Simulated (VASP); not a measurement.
Computed with PW91 GGA, VASP's PBE PAW potentials (set 64) (plane waves; VASP).

A VASP calculation is set up with these files.

POSCAR:
```
SnSe2
1
    1.9405570675    -3.3611436593     0.0000000000
    1.9405570675     3.3611436593     0.0000000000
    0.0000000000     0.0000000000     6.7152774747
Sn Se
1 2
Direct
  1.0000000000   0.0000000000   1.0000000000
  0.3333330000   0.6666670000   0.2373451227
  0.6666670000   0.3333330000   0.7626548773
```

INCAR:
```
# general
SYSTEM  = SnSe2
PREC    = Accurate
ENCUT   = 520
LREAL   = .FALSE.
LASPH   = .TRUE.

# electronic loop
EDIFF   = 1E-7
NELM    = 100
ALGO    = Normal
LMAXMIX = 4

# smearing
ISMEAR  = -5

# functional
GGA     = 91

# ions
ISIF    = 2

# output
LWAVE   = .FALSE.
LCHARG  = .TRUE.
LORBIT  = 11
NEDOS   = 601

# other
LEFG    = .TRUE.
```

File KPOINTS:
```
Automatic mesh
0
gamma
7 7 4
```

POTCAR, in this order: Sn_d Se (PBE.64 set). Program: vasp_std.

Without a dispersion term in the relaxation, distances and binding between the weakly bound layers, chains or molecules are unreliable, and so is what depends on them.

Task: Predict the energy per atom (σ→0).

Result: 
```yaml
energy per atom (σ→0): -3.976 eV/atom
```

**OSZICAR**
```
...
DAV:   9    -0.119281214615E+02   -0.49599E-03   -0.13704E-03  1114   0.319E-01    0.831E-02
DAV:  10    -0.119281399887E+02   -0.18527E-04   -0.12244E-04  1347   0.810E-02    0.335E-02
DAV:  11    -0.119281755091E+02   -0.35520E-04   -0.55741E-05  1033   0.473E-02    0.100E-02
DAV:  12    -0.119281756882E+02   -0.17906E-06   -0.27730E-06  1319   0.143E-02    0.686E-03
DAV:  13    -0.119281770037E+02   -0.13155E-05   -0.30540E-06  1017   0.947E-03    0.184E-03
DAV:  14    -0.119281771326E+02   -0.12884E-06   -0.13794E-07  1039   0.264E-03    0.520E-04
DAV:  15    -0.119281771523E+02   -0.19770E-07   -0.73071E-08   764   0.184E-03
   1 F= -.11928177E+02 E0= -.11928177E+02  d E =0.000000E+00
```

The compound is SnSe2 in the 1T layered structure. It was relaxed first, which changed the volume by +13 %.
